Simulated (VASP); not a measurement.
Runs of VASP 6.6.1 on CaBi. Symmetry: P-6m2, No. 187, hexagonal system. Conventional cell: a = 4.085 Å, b = 4.085 Å, c = 4.645 Å, α = 90.00°, β = 90.00°, γ = 120.00°. Ca (site symmetry -6m2) is surrounded by 6 Bi at 3.31 Å. Bi (site symmetry -6m2) has 6 Ca at 3.31 Å as nearest neighbours. The cell was built by a generator and needn't be a form met in nature.

```tsv
task	level	potentials or basis	cell	cutoff (eV)	smearing	gap on the mesh (eV)	pressure (GPa)	relaxed volume (Å³/atom)
single point	PBE	VASP PAW PBE potentials, release 64 (Ca_sv, Bi_d)	as given	520	fermi-dirac 0.05 eV	none	0.0	-
relaxation of cell and atoms	PBE	VASP PAW PBE potentials, release 64 (Ca_sv, Bi_d)	relaxed	600	methfessel-paxton 0.1 eV	none	-0.1	(a)
relaxation of cell and atoms	LDA	VASP PAW LDA potentials, release 54 (Ca_sv, Bi_d)	relaxed	600	methfessel-paxton 0.1 eV	none	0.0	30.51
relaxation of the atoms	RPBE	VASP PAW PBE potentials, release 64 (Ca_sv, Bi_d)	atoms relaxed	520	methfessel-paxton 0.1 eV	none	1.3	-
```

Alike in all rows: no spin polarisation; k mesh 8 × 8 × 6.

Q: Fill in the values left out.

A: (a) 33.59.

Caveats: spin-orbit coupling is left out, which moves the levels of the heavy elements; the PAW data sets were made with another functional, which shifts forces and pressure a little (some runs).

A k mesh can miss the band edges, and the runs leave out spin-orbit coupling on Bi.

A gap of «none» marks a metal or a gap under the smearing width.

Not every run made on this cell is shown here.
